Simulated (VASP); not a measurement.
Given:

```
Cd3HgS4
1.0
    0.00102     5.83986     5.83564
    5.83986     0.00102     5.83564
    2.92044     2.92044     0.00000
Hg S Cd
1 4 3
Direct
  0.99982   0.99982   0.00035
  0.12643   0.12643   0.24714
  0.12571   0.62270   0.25160
  0.62270   0.12571   0.25160
  0.62498   0.62498   0.25003
  0.99941   0.50063   0.99996
  0.50063   0.99941   0.99996
  0.50032   0.50032   0.99936
```

Level of theory: PBEsol GGA, VASP's PBE PAW potentials (set 64) (plane waves; VASP 6.6.1). Run with 400 eV cut-off, Gaussian smearing of 0.050 eV, potentials Hg S Cd.

Unless said otherwise, spin-orbit coupling is left out, though it shifts the bands of the heavy elements here.

Question: Give the energies of bands 27 to 40 at the high-symmetry points, in eV from the valence-band maximum.

Answer: 
```
band      Γ      Y     C0      Z     A0      T      S      R
----  -----  -----  -----  -----  -----  -----  -----  -----
27    -4.21  -2.70  -2.79  -3.82  -4.20  -4.34  -2.90  -4.07
28    -2.08  -2.38  -2.72  -3.55  -3.90  -4.05  -2.52  -3.99
29    -2.07  -2.25  -2.58  -2.50  -2.11  -2.10  -2.18  -2.24
30    -0.93  -2.05  -1.51  -2.49  -2.05  -2.07  -2.02  -2.19
31    -0.90  -1.24  -1.33  -2.39  -2.03  -2.06  -1.56  -2.09
32    -0.83  -1.24  -1.19  -2.25  -2.00  -2.03  -1.45  -2.00
33    -0.81  -1.13  -1.17  -2.25  -1.36  -0.93  -0.58  -1.55
34    -0.02  -1.01  -1.06  -2.11  -1.25  -0.89  -0.58  -1.55
35    -0.02  -0.94  -1.01  -0.93  -1.01  -0.80  -0.35  -1.49
36     0.00  -0.71  -0.45  -0.80  -0.93  -0.77  -0.33  -1.34
37     0.53   2.90   2.78   3.41   2.62   2.14   2.03   3.26
38     2.28   3.31   3.36   4.02   3.21   2.74   2.48   3.92
39     2.74   3.70   3.39   4.87   3.57   3.33   3.77   3.93
40     3.33   4.02   4.11   5.21   3.57   3.33   3.92   4.08
```

The gap is direct, 0.53 eV, from the valence maximum at Γ to the conduction minimum at Γ.

The structure was generated: Cd3HgS4 was put into an ordered model structure (Amm2), which need not be its known phase. It was relaxed first.
